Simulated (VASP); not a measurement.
An input for Quantum ESPRESSO's pw.x (written as the equivalent of a VASP run, and not itself run):

```
&CONTROL
  calculation = 'vc-relax'
  pseudo_dir = './pseudo'
  outdir = './out'
  tprnfor = .true.
  tstress = .true.
  nstep = 40
  forc_conv_thr = 0.00078
/
&SYSTEM
  ibrav = 0
  nat = 2
  ntyp = 2
  ecutwfc = 80
  occupations = 'smearing'
  smearing = 'gaussian'
  degauss = 0.003675
  input_dft = 'pz'
/
&ELECTRONS
  conv_thr = 7.3e-08
  electron_maxstep = 100
/
&IONS
/
&CELL
  press = 50
/
ATOMIC_SPECIES
  B 10.810 B.upf
  As 74.922 As.upf
CELL_PARAMETERS angstrom
     0.0000000    2.3711730    2.3711730
     2.3711730    0.0000000    2.3711730
     2.3711730    2.3711730    0.0000000
ATOMIC_POSITIONS crystal
  B    0.0000000  0.0000000  0.0000000
  As   0.2500000  0.2500000  0.2500000
K_POINTS automatic
  10 10 10 0 0 0
```

### Question
Write the VASP files for the same calculation (LDA).

### Answer
This is not unique; one that fits is 
POSCAR:
```
BAs
1.0
  0.0000000000   2.3711729936   2.3711729936
  2.3711729936   0.0000000000   2.3711729936
  2.3711729936   2.3711729936   0.0000000000
B As
1 1
Cartesian
  0.0000000000   0.0000000000   0.0000000000
  1.1855864968   1.1855864968   1.1855864968
```

INCAR:
```
ALGO=Normal
EDIFF=1E-6
EDIFFG=-0.02
ENCUT=620
IBRION=2
ISIF=3
ISMEAR=0
LASPH=T
LCHARG=F
LMAXMIX=4
LREAL=F
LWAVE=F
NELM=100
NSW=40
PREC=Accurate
PSTRESS=50
SIGMA=0.05
SYSTEM=BAs
```

KPOINTS:
```
Automatic mesh
0
Gamma
10 10 10
0 0 0
```

POTCAR, in this order: B As (LDA.64 set). Program: vasp_std.

Limits of the translation: the potentials are each code's own (VASP's PAW set, PseudoDojo norm-conserving files in pw.x), so ENCUT and ecutwfc are chosen apart and not converted; conv_thr bounds pw.x's estimated SCF error, while EDIFF bounds the energy change between steps; forc_conv_thr acts on force components and is met together with etot_conv_thr.

The compound is BAs in the zinc blende structure. This run relaxes it under an external pressure of 5 GPa. Symmetry was kept, so distortions that lower it aren't found.
